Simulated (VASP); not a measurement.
Crystal: Be3Se2S.

```xyz
6
Lattice="2.4515 1.4154 5.2700 -2.4515 1.4154 5.2700 0.0000 -2.8308 5.2700" Properties=species:S:1:pos:R:3 pbc="T T T"
Be    0.0000    1.4154    5.2700
Be   -1.2258   -0.7077    5.2700
Be    1.2258   -0.7077    5.2700
Se    0.0000    0.0000    3.1046
Se    0.0000    0.0000   12.7054
S     0.0000    0.0000    7.9050
```

The cell was built by a generator and needn't be a form met in nature.

```yaml
Program: VASP 6.6.1
Task: relaxation of cell and atoms
Functional: PBE
Potentials_or_basis: VASP PAW PBE potentials, release 64 (Be, Se, S)
Cutoff: 520 eV
k_mesh: 4 × 4 × 4
Occupations: gaussian, width 0.15 eV
Spin: no spin polarisation
```

At the start: pressure -6.3 GPa; volume 18.29 Å³/atom.

Question: Where does the relaxation end?

Answer: Over 23 steps the energy falls by 1089.7 meV/atom and the volume is 18.00 Å³/atom (-1.6 %); space group R-3m (No. 166, to 0.05 Å).

The path:
```csv
step,energy change (eV),largest force (eV/Å),pressure (GPa),volume (Å³)
1,0.0000,2.2317,-6.27,109.72
2,-1.7165,3.3460,-0.49,98.45
3,4.1810,14.0821,100.97,65.90
4,-1.9984,3.4049,3.09,92.33
5,-2.9750,0.2764,29.44,78.97
6,-3.0743,1.8515,17.86,83.34
7,-3.1104,1.2414,21.29,81.85
8,-3.5437,0.3248,25.59,81.65
9,-3.6328,2.6998,32.18,81.21
10,-4.5928,2.7573,25.03,86.36
11,-5.9750,2.9111,10.24,102.30
12,-6.0111,2.9508,7.74,106.45
13,-6.3780,1.5281,3.76,108.84
14,-6.4986,0.2298,0.28,111.23
15,-6.4986,0.1788,0.22,111.33
16,-6.5032,0.1767,0.02,111.46
17,-6.5134,0.1817,-0.20,111.86
18,-6.5175,0.1849,-0.90,112.62
19,-6.5185,0.1890,-0.67,112.39
20,-6.5251,0.1608,-0.61,111.60
21,-6.5368,0.1104,-0.07,109.23
22,-6.5380,0.0888,0.10,108.26
23,-6.5379,0.0756,0.20,107.98
```

Final structure:
```xyz
6
Lattice="2.9598 1.7088 3.5580 -2.9598 1.7088 3.5580 0.0000 -3.4177 3.5580" Properties=species:S:1:pos:R:3 pbc="T T T"
Be    0.0000    1.7088    3.5580
Be   -1.4799   -0.8544    3.5580
Be    1.4799   -0.8544    3.5580
Se    0.0000    0.0000    2.1972
Se    0.0000    0.0000    8.4769
S     0.0000    0.0000    5.3371
```
